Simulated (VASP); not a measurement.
# SiB2 (Pmmn) in VASP: notebook

The runs below take SiB2 through relaxation of cell and atoms, with PBE.

Everything below comes from runs of VASP 6.6.1. Logs are shortened: lines on timing, memory, paths and dates and some standing lists are left out, and cuts for length are marked.

**1. Starting point**

Symmetry: Pmmn, No. 59, orthorhombic system. The conventional cell has a = 2.949 Å, b = 4.765 Å, c = 3.756 Å, α = 90.00°, β = 90.00°, γ = 90.00°. Si (site symmetry mm2) is surrounded by 8 B at 2.04 to 2.27 Å. Around B (site symmetry m) lie 3 B at 1.78 to 1.88 Å and 1 Si at 2.04 Å.

The cell was built by a generator and needn't be a form met in nature.

**2. Relaxation of cell and atoms, PBE**

INCAR reads:

```
PREC = Accurate
ENCUT = 520
EDIFF = 1E-6
ISMEAR = 0
SIGMA = 0.1
LREAL = F
LASPH = T
NELM = 120
ALGO = Normal
ISIF = 3
LWAVE = F
LCHARG = F
GGA = PE
IBRION = 2
NSW = 90
EDIFFG = -0.01
KPAR = 4
```

KPOINTS reads:

```
Automatic mesh
0
Gamma
  10 6 8
```

POSCAR reads:

```
SiB2
1.0
    2.9490000000      0.0000000000      0.0000000000
    0.0000000000      4.7650000000      0.0000000000
    0.0000000000      0.0000000000      3.7560000000
Si B
2 4
Direct
    0.5000000000      0.5000000000      0.1344515400
    0.0000000000      0.0000000000      0.8655484600
    0.5000000000      0.6974816400      0.6152822200
    0.5000000000      0.3025183600      0.6152822200
    0.0000000000      0.1974816400      0.3847177800
    0.0000000000      0.8025183600      0.3847177800
```

Potentials or basis: VASP PAW PBE potentials, release 64 (Si, B).

Run with:

```
cat potpaw_PBE.64/Si/POTCAR potpaw_PBE.64/B/POTCAR > POTCAR
mpirun -np 4 vasp_std > vasp.out
```

OUTCAR:

```text
PREC = Accurate
   ENCUT = 520
   EDIFF = 1E-6
   ISMEAR = 0
   LREAL = F
   LASPH = T
   NELM = 120
   ISIF = 3
   GGA = PE
   IBRION = 2
   NSW = 90
   EDIFFG = -0.01

 ion  position               nearest neighbor table
   1  0.500  0.500  0.134-   3 2.04   4 2.04   3 2.17   4 2.17   5 2.27   6 2.27   5 2.27   6 2.27
                             2 2.98   2 2.98   2 2.98   2 2.98
   2  0.000  0.000  0.866-   5 2.04   6 2.04   5 2.17   6 2.17   3 2.27   4 2.27   3 2.27   4 2.27
                             1 2.98   1 2.98   1 2.98   1 2.98
   3  0.500  0.697  0.615-   6 1.78   6 1.78   4 1.88   1 2.04   1 2.17   2 2.27   2 2.27
   4  0.500  0.303  0.615-   5 1.78   5 1.78   3 1.88   1 2.04   1 2.17   2 2.27   2 2.27
   5  0.000  0.197  0.385-   4 1.78   4 1.78   6 1.88   2 2.04   2 2.17   1 2.27   1 2.27
   6  0.000  0.803  0.385-   3 1.78   3 1.78   5 1.88   2 2.04   2 2.17   1 2.27   1 2.27

  LATTYP: Found a simple orthorhombic cell.
 ALAT       =     2.9490000000
 B/A-ratio  =     1.2736520855
 C/A-ratio  =     1.6158019668

  Lattice vectors:

 A1 = (  -2.9490000000,   0.0000000000,   0.0000000000)
 A2 = (   0.0000000000,   0.0000000000,   3.7560000000)
 A3 = (   0.0000000000,   4.7650000000,   0.0000000000)

Analysis of symmetry for initial positions (statically):
=====================================================================
 Subroutine PRICEL returns:
 Original cell was already a primitive cell.

 Routine SETGRP: Setting up the symmetry group for a
 simple orthorhombic supercell.

 Subroutine GETGRP returns: Found  8 space group operations
 (whereof  4 operations were pure point group operations)
 out of a pool of  8 trial point group operations.

The static configuration has the point symmetry C_2v.
 The point group associated with its full space group is D_2h.

Analysis of symmetry for dynamics (positions and initial velocities):
=====================================================================
 Subroutine PRICEL returns:
 Original cell was already a primitive cell.

 Routine SETGRP: Setting up the symmetry group for a
 simple orthorhombic supercell.

 Subroutine GETGRP returns: Found  8 space group operations
 (whereof  4 operations were pure point group operations)
 out of a pool of  8 trial point group operations.

The dynamic configuration has the point symmetry C_2v.
 The point group associated with its full space group is D_2h.

 Subroutine INISYM returns: Found  8 space group operations
 (whereof  4 operations are pure point group operations),
 and found     1 'primitive' translations

----------------------------------------------------------------------------------------
[... 128 lines left out ...]
   AEXX    =    0.0000 exact exchange contribution
   IVDW    =     0    specifies the selected vdW correction
   LEPSILON=     F    determine dielectric tensor
   LRPA    =     F    only Hartree local field effects (RPA)
 conjugate gradient relaxation of ions
 non-spin polarized calculation
 Gauss-broadening in eV      SIGMA  =   0.10
  energy-cutoff  :      520.00
  volume of cell :       52.78
 maximum number of plane-waves:      1446
 NGX is ok and might be reduce to    24
   NGX = 11   NGY = 17   NGZ = 13

--------------------------------------- Ionic step        1  -------------------------------------------

 number of electron      20.0000000 magnetization

 Free energy of the ion-electron system (eV)
  ---------------------------------------------------
  ext. energy  EPLUGINS =         0.00000000
  ---------------------------------------------------
  free energy    TOTEN  =       -34.83565139 eV

  energy without entropy =      -34.83103812  energy(sigma->0) =      -34.83334475

------------------------ aborting loop because EDIFF is reached ----------------------------------------

  FORCE on cell =-STRESS in cart. coord.  units (eV):
  Direction    XX          YY          ZZ          XY          YZ          ZX
  --------------------------------------------------------------------------------------
  -------------------------------------------------------------------------------------
  Total        0.2888092     -0.1021319     -0.6814551      0.0000000      0.0000000      0.0000000
  in kB        8.7671478     -3.1003344    -20.6863843      0.0000000      0.0000000      0.0000000
  external PRESSURE =      -5.0065236 kB  Pullay stress =       0.0000000 kB
[... 227 lines left out ...]
--------------------------------------- Ionic step        7  -------------------------------------------

 number of electron      20.0000000 magnetization

 Free energy of the ion-electron system (eV)
  ---------------------------------------------------
  ext. energy  EPLUGINS =         0.00000000
  ---------------------------------------------------
  free energy    TOTEN  =       -34.83871376 eV

  energy without entropy =      -34.83500539  energy(sigma->0) =      -34.83685957

 E-fermi :   9.6863     XC(G=0): -11.8522

 val. band max:        9.6706138082   @ k =   0.2000   0.0000   0.1250
 cond. band min:       9.7003591297   @ k =   0.3000   0.0000   0.1250
 fundamental gap:      0.0297453215
 Fermi energy:         9.6862903985

 k-point     1 :       0.0000    0.0000    0.0000
  band No.  band energies     occupation
      1      -6.6673      2.00000
      2      -1.4389      2.00000
      3      -0.9336      2.00000
      4       2.4748      2.00000
      5       2.5112      2.00000
      6       5.6127      2.00000
      7       7.0236      2.00000
      8       7.6857      2.00000
      9       7.8168      2.00000
     10       9.0739      2.00000
     11       9.0824      2.00000
     12      11.7438      0.00000
     13      14.0333      0.00000
     14      14.6927      0.00000
[... 377 lines left out ...]
      1      -2.4659      2.00000
      2      -2.4659      2.00000
      3      -0.7442      2.00000
      4      -0.7442      2.00000
      5       4.6645      2.00000
      6       4.6645      2.00000
      7       6.7123      2.00000
      8       6.7123      2.00000
      9       7.5135      2.00000
     10       7.5135      2.00000
     11       9.9328      0.00049
     12       9.9328      0.00049
     13      10.2292      0.00000
     14      10.2292      0.00000

 [... further k-points ...]

------------------------ aborting loop because EDIFF is reached ----------------------------------------

  FORCE on cell =-STRESS in cart. coord.  units (eV):
  Direction    XX          YY          ZZ          XY          YZ          ZX
  --------------------------------------------------------------------------------------
  -------------------------------------------------------------------------------------
  Total        0.0029036     -0.0187066      0.0222823      0.0000000      0.0000000      0.0000000
  in kB        0.0883505     -0.5692093      0.6780133      0.0000000      0.0000000      0.0000000
  external PRESSURE =       0.0657182 kB  Pullay stress =       0.0000000 kB
[... 21 lines left out ...]
  FREE ENERGIE OF THE ION-ELECTRON SYSTEM (eV)
  ---------------------------------------------------
  free  energy   TOTEN  =       -34.8387137615 eV

  energy  without entropy=      -34.8350053882  energy(sigma->0) =      -34.83685957

 reached required accuracy - stopping structural energy minimisation
```

Wall time 42 s (4 MPI ranks of AMD EPYC 9R14 (Zen 4), shared host); peak memory 0.19 GiB.

What came out:

```
Free energy                            : -34.8387 eV
Relaxed volume                         : 8.78 Å³/atom
Relaxed cell                           : a = 2.958 Å, b = 4.767 Å, c = 3.734 Å, α = 90.00°, β = 90.00°, γ = 90.00°
Space group after relaxing (to 0.05 Å) : Pmmn (No. 59)
Energy gained by relaxing              : 0.5 meV/atom
Ionic steps                            : 7
Pressure after relaxing                : 0.0 GPa
Largest force after relaxing           : 0.007 eV/Å
Band gap on the k mesh                 : none (metal or under the smearing width)
```

Forces on the atoms (eV/Å):
```
Si   0.000  0.000 -0.006
Si   0.000  0.000  0.006
B    0.000 -0.006 -0.004
B    0.000  0.006 -0.004
B    0.000 -0.006  0.004
B    0.000  0.006  0.004
```

Step by step:
| step | energy change (eV) | largest force (eV/Å) | pressure (GPa) | volume (Å³) |
| --- | --- | --- | --- | --- |
| 1 | 0.0000 | 0.0619 | -0.50 | 52.78 |
| 2 | -0.0026 | 0.0627 | 0.34 | 52.57 |
| 3 | -0.0026 | 0.0634 | 0.27 | 52.59 |
| 4 | -0.0029 | 0.0375 | -0.14 | 52.67 |
| 5 | -0.0029 | 0.0312 | -0.08 | 52.66 |
| 6 | -0.0030 | 0.0128 | -0.02 | 52.66 |
| 7 | -0.0031 | 0.0073 | 0.01 | 52.65 |

Final structure:
```xyz
6
Lattice="2.9578 0.0000 0.0000 0.0000 4.7672 0.0000 0.0000 0.0000 3.7343" Properties=species:S:1:pos:R:3 pbc="T T T"
Si    1.4789    2.3836    0.4944
Si    0.0000    0.0000    3.2399
B     1.4789    3.3241    2.2969
B     1.4789    1.4430    2.2969
B     0.0000    0.9406    1.4375
B     0.0000    3.8266    1.4375
```

[end of part 1 of 2]
